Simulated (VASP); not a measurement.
Here is the system:

```
CELL_PARAMETERS angstrom
      0.00000     1.96065     1.96065
      1.96065     0.00000     1.96065
      1.96065     1.96065     0.00000
ATOMIC_POSITIONS crystal
  Ir 0.00000 0.00000 0.00000
```

Computed with r2SCAN+rVV10, VASP's PBE PAW potentials (set 64) (plane waves; VASP). Numerical set-up: 520 eV cut-off, 16×16×16 Γ-centred mesh, first-order Methfessel-Paxton smearing of 0.10 eV, potentials Ir.

Q: Give the stress tensor in GPa (positive for a compressed cell).

A: 
```
-19.06    0.00    0.00
  0.00  -19.06    0.00
  0.00    0.00  -19.06
```
The pressure is its mean diagonal, -19.06 GPa.

The compound is Ir in the fcc structure. This cell is one point of a volume scan, at 1.06 of the reference volume.
